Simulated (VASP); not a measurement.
Data:

```
CELL_PARAMETERS angstrom
      0.00000     2.01772     2.01772
      2.01772     0.00000     2.01772
      2.01772     2.01772     0.00000
ATOMIC_POSITIONS crystal
  Al 0.00000 0.00000 0.00000
```

All values below come from PBE GGA, VASP's PBE PAW potentials (set 64) (plane waves; VASP). Run with 480 eV cut-off, 14×14×14 Γ-centred mesh, first-order Methfessel-Paxton smearing of 0.10 eV, potentials Al.

Energy and stress use the plane-wave basis of the starting cell.

The ions, cell shape and volume at an external pressure of 10.0 GPa are relaxed. Give the cell that the relaxation ends in.

```
CELL_PARAMETERS angstrom
      0.00000     1.95056     1.95056
      1.95056     0.00000     1.95056
      1.95056     1.95056     0.00000
ATOMIC_POSITIONS crystal
  Al 0.00000 0.00000 0.00000
```
Space group Fm-3m (225), at a tolerance of 0.03 Å.

How do energy and volume change from the first to the last step?

The energy (σ→0) changes by +45.5 meV/atom and the volume by -9.7 %, in 3 ionic steps.

The compound is Al in the fcc structure. This run relaxes it under an external pressure of 10 GPa. Symmetry was kept, so distortions that lower it aren't found.
